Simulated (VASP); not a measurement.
# Cd2ClO2 (I4/mmm) in VASP: further runs

One crystal, Cd2ClO2, is run at these levels: PBE; tasks: single point, relaxation of the atoms.

Everything below comes from runs of VASP 6.6.1. Logs are shortened: lines on timing, memory, paths and dates and some standing lists are left out, and cuts for length are marked.

## 1. The crystal as given

Symmetry: I4/mmm, No. 139, tetragonal system. Conventional cell: a = 3.763 Å, b = 3.763 Å, c = 12.513 Å, α = 90.00°, β = 90.00°, γ = 90.00°. Cd (site symmetry 4mm) is surrounded by 4 O at 2.21 Å. O (site symmetry -4m2) has 4 Cd at 2.21 Å as nearest neighbours. Cl (site symmetry 4/mmm) is surrounded by 8 Cd at 3.32 Å and 8 O at 3.65 Å and 4 Cl at 3.76 Å.

The cell was built by a generator and needn't be a form met in nature.

## 2. Single point, PBE

Input file INCAR:

```
PREC = Accurate ; ENCUT = 520
EDIFF = 1E-6 ; ISMEAR = -1
SIGMA = 0.1 ; LREAL = F
LASPH = T ; NELM = 100
ALGO = Normal ; ISIF = 2
LWAVE = F ; LCHARG = T
GGA = PE ; LELF = T
LVHAR = T ; NBANDS = 30
```

Input file KPOINTS:

```
regular mesh
0
Gamma
  7 7 7
```

Input file POSCAR:

```
Cd2ClO2
1.0
    0.0000000000      3.7634350000      0.0000001504
    3.7634350000      0.0000000000      0.0000001504
    1.8817177500      1.8817177500     -6.2563498496
Cd O Cl
2 2 1
Direct
    0.1581012877      0.1581012877      0.6837974246
    0.8418987123      0.8418987123      0.3162025754
    0.7500000000      0.2500000000      0.5000000000
    0.2500000000      0.7500000000      0.5000000000
    0.5000000000      0.5000000000      0.0000000000
```

Potentials or basis: VASP PAW PBE potentials, release 64 (Cd, O, Cl).

Launch:

```
> cat potpaw_PBE.64/Cd/POTCAR potpaw_PBE.64/O/POTCAR potpaw_PBE.64/Cl/POTCAR > POTCAR
> mpirun -np 1 vasp_std > vasp.out
```

OUTCAR:

```text
PREC = Accurate
   ENCUT = 520
   EDIFF = 1E-6
   ISMEAR = -1
   LREAL = F
   LASPH = T
   NELM = 100
   ISIF = 2
   GGA = PE

 ion  position               nearest neighbor table
   1  0.158  0.158  0.684-   3 2.21   4 2.21   3 2.21   4 2.21   2 3.52   2 3.52   2 3.52   2 3.52

   2  0.842  0.842  0.316-   3 2.21   4 2.21   3 2.21   4 2.21   1 3.52   1 3.52   1 3.52   1 3.52

   3  0.750  0.250  0.500-   1 2.21   2 2.21   2 2.21   1 2.21
   4  0.250  0.750  0.500-   1 2.21   2 2.21   2 2.21   1 2.21
   5  0.500  0.500  0.000-

  LATTYP: Found a body centered tetragonal cell.
 ALAT       =     3.7634350000
 C/A-ratio  =     3.3248083201

  Lattice vectors:

 A1 = (  -1.8817177500,   1.8817172500,   6.2563500000)
 A2 = (   1.8817172500,  -1.8817177500,   6.2563500000)
 A3 = (   1.8817177500,   1.8817177500,  -6.2563498496)

Analysis of symmetry for initial positions (statically):
=====================================================================
 Subroutine PRICEL returns:
 Original cell was already a primitive cell.

 Routine SETGRP: Setting up the symmetry group for a
 body centered tetragonal supercell.

 Subroutine GETGRP returns: Found 16 space group operations
 (whereof 16 operations were pure point group operations)
 out of a pool of 16 trial point group operations.

The static configuration has the point symmetry D_4h.

Analysis of symmetry for dynamics (positions and initial velocities):
=====================================================================
 Subroutine PRICEL returns:
 Original cell was already a primitive cell.

 Routine SETGRP: Setting up the symmetry group for a
 body centered tetragonal supercell.

 Subroutine GETGRP returns: Found 16 space group operations
 (whereof 16 operations were pure point group operations)
 out of a pool of 16 trial point group operations.

The dynamic configuration has the point symmetry D_4h.

 Subroutine INISYM returns: Found 16 space group operations
 (whereof 16 operations are pure point group operations),
 and found     1 'primitive' translations

----------------------------------------------------------------------------------------

                                     Primitive cell

  volume of cell :      88.6115

  direct lattice vectors                    reciprocal lattice vectors
     0.000000000  3.763435000  0.000000150    -0.000000003  0.265714696  0.079918813
[... 86 lines left out ...]
   ISPIN  =      1    spin polarized calculation?
   LNONCOLLINEAR =      F non collinear calculations
   LSORBIT =      F    spin-orbit coupling
   LASPH  =      T    aspherical Exc in radial PAW
   ENCUT  =  520.0 eV  38.22 Ry    6.18 a.u.   7.00  7.00 12.64*2*pi/ulx,y,z
   NELM   =    100;   NELMIN=  2; NELMDL= -5     # of ELM steps
   EDIFF  = 0.1E-05   stopping-criterion for ELM
   LREAL  =      F    real-space projection
   EDIFFG = 0.1E-04   stopping-criterion for IOM
   NSW    =      0    number of steps for IOM
   IBRION =     -1    ionic relax: 0-MD 1-quasi-New 2-CG
   NFREE  =      0    steps in history (QN), initial steepest desc. (CG)
   ISIF   =      2    stress and relaxation
   ISYM   =      2    0-nonsym 1-usesym 2-fastsym
   POTIM  = 0.5000    time-step for ionic-motion
   TEBEG  =    0.0;   TEEND  =   0.0 temperature during run
   PSTRESS=    0.0 pullay stress
   NELECT =      43.0000    total number of electrons
   NUPDOWN=      -1.0000    fix difference up-down
   EMIN   =  10.00;   EMAX   =-10.00  energy-range for DOS
   EFERMI =   0.00;   METHOD = LEGACY
   ISMEAR =    -1;   SIGMA  =   0.10  broadening in eV -4-tet -1-fermi 0-gaus
   EFERMI_NEDOS =   21; number of points for ismear=-14 and -15
   IALGO  =     38    algorithm
   IMIX   =      4    mixing-type and parameters
     AMIX     =   0.40;   BMIX     =  1.00
     AMIX_MAG =   1.60;   BMIX_MAG =  1.00
  volume/ion in A,a.u.               =      17.72       119.60
  Fermi-wavevector in a.u.,A,eV,Ry     =   1.286474  2.431083 22.517852  1.655015
  Thomas-Fermi vector in A             =   2.418546
   LORBIT       =      0    0 simple, 1 ext, 2 COOP (PROOUT), +10 PAW based schemes
   GGA     = PE    functional components
   LHFCALC =     F    Hartree Fock is set to
   AEXX    =    0.0000 exact exchange contribution
   IVDW    =     0    specifies the selected vdW correction
   LEPSILON=     F    determine dielectric tensor
   LRPA    =     F    only Hartree local field effects (RPA)
 non-spin polarized calculation
  energy-cutoff  :      520.00
  volume of cell :       88.61
 maximum number of plane-waves:      2410
   NGX = 13   NGY = 13   NGZ = 25

 number of electron      43.0000012 magnetization

 Free energy of the ion-electron system (eV)
  ---------------------------------------------------
  ext. energy  EPLUGINS =         0.00000000
  ---------------------------------------------------
  free energy    TOTEN  =       -16.05169508 eV

  energy without entropy =      -15.95520604  energy(sigma->0) =      -16.00345056

 E-fermi :   0.8279     XC(G=0):  -9.9089

 val. band max:        0.7884703259   @ k =  -0.1429  -0.2857   0.2857
 cond. band min:       0.8766924074   @ k =  -0.1429   0.1429   0.0000
 fundamental gap:      0.0882220815
 Fermi energy:         0.8279040657

 k-point     1 :       0.0000    0.0000    0.0000
  band No.  band energies     occupation
      1     -16.7765      2.00000
      2     -15.3972      2.00000
      3     -13.0848      2.00000
      4      -6.7220      2.00000
      5      -6.7220      2.00000
      6      -6.5601      2.00000
[... 781 lines left out ...]
     29      11.2689      0.00000
     30      11.7768      0.00000

 [... further k-points ...]
[... 5 lines left out ...]
  --------------------------------------------------------------------------------------
  -------------------------------------------------------------------------------------
  Total        3.0636312      3.0636312     -0.6363394     -0.0000000      0.0000001      0.0000001
  in kB       55.3932942     55.3932942    -11.5056064     -0.0000000      0.0000027      0.0000027
  external PRESSURE =      33.0936607 kB  Pullay stress =       0.0000000 kB

 VOLUME and BASIS-vectors are now :
 -----------------------------------------------------------------------------
  energy-cutoff  :      520.00
  volume of cell :       88.61
      direct lattice vectors                 reciprocal lattice vectors
     0.000000000  3.763435000  0.000000150    -0.000000003  0.265714696  0.079918813
     3.763435000  0.000000000  0.000000150     0.265714696 -0.000000003  0.079918813
     1.881717750  1.881717750 -6.256349850     0.000000006  0.000000006 -0.159837605

 POSITION                                       TOTAL-FORCE (eV/Angst)
 -----------------------------------------------------------------------------------
      1.88172      1.88172     -4.27808         0.000000      0.000000     -0.163766
      3.76344      3.76344     -1.97827        -0.000000     -0.000000      0.163766
      1.88172      3.76344     -3.12817        -0.000000     -0.000000      0.000000
      3.76344      1.88172     -3.12817         0.000000      0.000000      0.000000
      1.88172      1.88172      0.00000         0.000000      0.000000      0.000000
 -----------------------------------------------------------------------------------
    total drift:                               -0.000000      0.000000     -0.000000

  FREE ENERGIE OF THE ION-ELECTRON SYSTEM (eV)
  ---------------------------------------------------
  free  energy   TOTEN  =       -16.0516950786 eV

  energy  without entropy=      -15.9552060371  energy(sigma->0) =      -16.00345056
```

stdout:

```text
POSCAR found type information on POSCAR CdO Cl
 POSCAR found :  3 types and       5 ions
 scaLAPACK will be used
 LDA part: xc-table for (Slater+PW92), standard interpolation
 POSCAR, INCAR and KPOINTS ok, starting setup
 FFT: planning ... GRIDC
 FFT: planning ... GRID_SOFT
 FFT: planning ... GRID
 WAVECAR not read
 entering main loop
```

Wall time 80 s (1 thread of AMD EPYC 7R13 (Zen 3), shared host); peak memory 0.21 GiB.

What came out:

| Item | Value |
| --- | --- |
| Free energy | -16.0517 eV |
| Pressure | 3.3 GPa |
| Largest force | 0.164 eV/Å |
| Band gap on the k mesh | none (metal or under the smearing width) |

Forces in eV/Å, atoms in the order of the input:
```
Cd   0.000  0.000 -0.164
Cd   0.000  0.000  0.164
O    0.000  0.000  0.000
O    0.000  0.000  0.000
Cl   0.000  0.000  0.000
```

Levels at points of the mesh, in eV from the Fermi level:
| k point | band 19 | band 20 | band 21 | band 22 | band 23 | band 24 | band 25 | band 26 |
| --- | --- | --- | --- | --- | --- | --- | --- | --- |
| (0.00, 0.00, 0.00) | -1.38 | -0.20 | -0.20 | -0.05 | 0.40 | 5.13 | 6.18 | 8.71 |

Caveat: an odd number of electrons without spin polarisation forces a metal; a magnetic or distorted state may lie lower.

## 3. Relaxation of the atoms, PBE

Input file INCAR:

```
PREC = Accurate
ENCUT = 520
EDIFF = 1E-6
ISMEAR = -1
SIGMA = 0.1
LREAL = False
LASPH = True
NELM = 80
ALGO = Normal
ISIF = 2
LWAVE = False
LCHARG = False
GGA = PE
IBRION = 2
NSW = 80
EDIFFG = -0.03
```

KPOINTS is that of step 2.

Input file POSCAR:

```
Cd2ClO2
1.0
    0.0000000000      3.7634350000      0.0000000000
    3.7634350000      0.0000000000      0.0000000000
    1.8817180000      1.8817180000     -6.2563500000
Cd O Cl
2 2 1
Direct
    0.1500000000      0.1500000000      0.7000000000
    0.8500000000      0.8500000000      0.3000000000
    0.7500000000      0.2500000000      0.5000000000
    0.2500000000      0.7500000000      0.5000000000
    0.5000000000      0.5000000000      0.0000000000
```

Potentials or basis: VASP PAW PBE potentials, release 64 (Cd, O, Cl).

Launch:

```
> cat potpaw_PBE.64/Cd/POTCAR potpaw_PBE.64/O/POTCAR potpaw_PBE.64/Cl/POTCAR > POTCAR
> mpirun -np 1 vasp_std > vasp.out
```

OUTCAR:

```text
PREC = Accurate
   ENCUT = 520
   EDIFF = 1E-6
   ISMEAR = -1
   LREAL = False
   LASPH = True
   NELM = 80
   ISIF = 2
   GGA = PE
   IBRION = 2
   NSW = 80
   EDIFFG = -0.03

 ion  position               nearest neighbor table
   1  0.150  0.150  0.700-   3 2.26   4 2.26   3 2.26   4 2.26   2 3.65   2 3.65   2 3.65   2 3.65
                             2 3.75
   2  0.850  0.850  0.300-   3 2.26   4 2.26   3 2.26   4 2.26   1 3.65   1 3.65   1 3.65   1 3.65
                             1 3.75
   3  0.750  0.250  0.500-   2 2.26   1 2.26   2 2.26   1 2.26
   4  0.250  0.750  0.500-   2 2.26   1 2.26   2 2.26   1 2.26
   5  0.500  0.500  0.000-

  LATTYP: Found a body centered tetragonal cell.
 ALAT       =     3.7634350000
 C/A-ratio  =     3.3248083201

  Lattice vectors:

 A1 = (  -1.8817180000,   1.8817170000,   6.2563500000)
 A2 = (   1.8817170000,  -1.8817180000,   6.2563500000)
 A3 = (   1.8817180000,   1.8817180000,  -6.2563500000)

Analysis of symmetry for initial positions (statically):
=====================================================================
 Subroutine PRICEL returns:
 Original cell was already a primitive cell.

 Routine SETGRP: Setting up the symmetry group for a
 body centered tetragonal supercell.
[... 181 lines left out ...]
  -------------------------------------------------------------------------------------
  Total        0.7832670      0.7832670     -2.1184880     -0.0000000      0.0000002      0.0000002
  in kB       14.1621943     14.1621943    -38.3042283     -0.0000000      0.0000031      0.0000031
  external PRESSURE =      -3.3266132 kB  Pullay stress =       0.0000000 kB
[... 65 lines left out ...]
--------------------------------------- Ionic step        3  -------------------------------------------

 number of electron      43.0000015 magnetization

 Free energy of the ion-electron system (eV)
  ---------------------------------------------------
  ext. energy  EPLUGINS =         0.00000000
  ---------------------------------------------------
  free energy    TOTEN  =       -16.05447904 eV

  energy without entropy =      -15.95806911  energy(sigma->0) =      -16.00627407

 E-fermi :   0.8701     XC(G=0):  -9.9179

 val. band max:        0.8304196057   @ k =  -0.1429  -0.2857   0.2857
 cond. band min:       0.9174846920   @ k =  -0.1429   0.1429   0.0000
 fundamental gap:      0.0870650863
 Fermi energy:         0.8701146837

 k-point     1 :       0.0000    0.0000    0.0000
  band No.  band energies     occupation
      1     -16.6872      2.00000
      2     -15.3006      2.00000
      3     -13.1465      2.00000
      4      -6.6649      2.00000
      5      -6.6649      2.00000
      6      -6.5235      2.00000
[... 661 lines left out ...]
     24       4.8556      0.00000
     25       7.9223      0.00000

 [... further k-points ...]

------------------------ aborting loop because EDIFF is reached ----------------------------------------

  FORCE on cell =-STRESS in cart. coord.  units (eV):
  Direction    XX          YY          ZZ          XY          YZ          ZX
  --------------------------------------------------------------------------------------
  -------------------------------------------------------------------------------------
  Total        2.5909166      2.5909166     -0.9013417     -0.0000000      0.0000001      0.0000001
  in kB       46.8461751     46.8461751    -16.2970932     -0.0000000      0.0000013      0.0000013
  external PRESSURE =      25.7984190 kB  Pullay stress =       0.0000000 kB
[... 20 lines left out ...]
  FREE ENERGIE OF THE ION-ELECTRON SYSTEM (eV)
  ---------------------------------------------------
  free  energy   TOTEN  =       -16.0544790378 eV

  energy  without entropy=      -15.9580691116  energy(sigma->0) =      -16.00627407

 reached required accuracy - stopping structural energy minimisation
```

OSZICAR:

```text
N       E                     dE             d eps       ncg     rms          rms(c)
DAV:   1     0.351292329877E+03    0.35129E+03   -0.22830E+04  2000   0.164E+03
DAV:   2     0.214578245549E+01   -0.34915E+03   -0.34299E+03  2464   0.410E+02
DAV:   3    -0.197209779986E+02   -0.21867E+02   -0.21652E+02  2162   0.108E+02
[... 26 lines left out ...]
DAV:   4    -0.160544480351E+02    0.64512E-03   -0.25141E-03  2267   0.343E-01    0.436E-02
DAV:   5    -0.160544734642E+02   -0.25429E-04   -0.22648E-04  2070   0.872E-02    0.269E-02
DAV:   6    -0.160544755518E+02   -0.20876E-05   -0.13424E-05  2099   0.277E-02    0.141E-02
DAV:   7    -0.160544789365E+02   -0.33847E-05   -0.12999E-05  2235   0.251E-02    0.596E-03
DAV:   8    -0.160544790378E+02   -0.10125E-06   -0.11537E-06  1154   0.798E-03
   3 F= -.16054479E+02 E0= -.16006274E+02  d E =-.654123E-01
```

CONTCAR:

```text
Cd2ClO2
   1.00000000000000
     0.0000000000000000    3.7634349999999999    0.0000000000000000
     3.7634349999999999    0.0000000000000000    0.0000000000000000
     1.8817180000000000    1.8817180000000000   -6.2563500000000003
  Cd              O               Cl
     2     2     1
Direct
     0.1566123403509939    0.1566123403509939    0.6867753192980121
     0.8433876596490061    0.8433876596490061    0.3132246807019879
     0.7500000000000000    0.2500000000000000    0.5000000000000000
     0.2500000000000000    0.7500000000000000    0.5000000000000000
     0.5000000000000000    0.5000000000000000    0.0000000000000000

  0.00000000E+00  0.00000000E+00  0.00000000E+00
  0.00000000E+00  0.00000000E+00  0.00000000E+00
  0.00000000E+00  0.00000000E+00  0.00000000E+00
  0.00000000E+00  0.00000000E+00  0.00000000E+00
  0.00000000E+00  0.00000000E+00  0.00000000E+00
```

Run time: 2.1 min. Hardware: 1 thread of AMD EPYC 7R13 (Zen 3), shared host; peak memory 0.21 GiB.

What came out:

* Free energy: -16.0545 eV
* Energy gained by relaxing: 13.1 meV/atom
* Ionic steps: 3
* Pressure after relaxing: 2.6 GPa
* Largest force after relaxing: 0.014 eV/Å
* Band gap on the k mesh: none (metal or under the smearing width)

Forces in eV/Å, atoms in the order of the input:
```
Cd   0.000  0.000  0.014
Cd   0.000  0.000 -0.014
O    0.000  0.000  0.000
O    0.000  0.000  0.000
Cl   0.000  0.000  0.000
```

Stress tensor (GPa, compression positive):
```
 4.68  0.00  0.00
 0.00  4.68  0.00
 0.00  0.00 -1.63
```

Step by step:
```
step  energy change (eV)  largest force (eV/Å)  pressure (GPa)
   1              0.0000                0.7699           -0.33
   2             -0.0448                0.4341            0.91
   3             -0.0654                0.0138            2.58
```

Final structure:
```yaml
crystal:
  lattice:
    - [0.00000, 3.76343, 0.00000]
    - [3.76343, 0.00000, 0.00000]
    - [1.88172, 1.88172, -6.25635]
  atoms:
    - { symbol: Cd, position: [0.15661, 0.15661, 0.68678] }
    - { symbol: Cd, position: [0.84339, 0.84339, 0.31322] }
    - { symbol: O, position: [0.75000, 0.25000, 0.50000] }
    - { symbol: O, position: [0.25000, 0.75000, 0.50000] }
    - { symbol: Cl, position: [0.50000, 0.50000, 0.00000] }
```

Levels at points of the mesh, in eV from the Fermi level:
```
           k point  band 19  band 20  band 21  band 22  band 23  band 24  band 25
(0.00, 0.00, 0.00)    -1.44    -0.18    -0.18    -0.07     0.29     5.07     6.13
```

Caveat: an odd number of electrons without spin polarisation forces a metal; a magnetic or distorted state may lie lower.
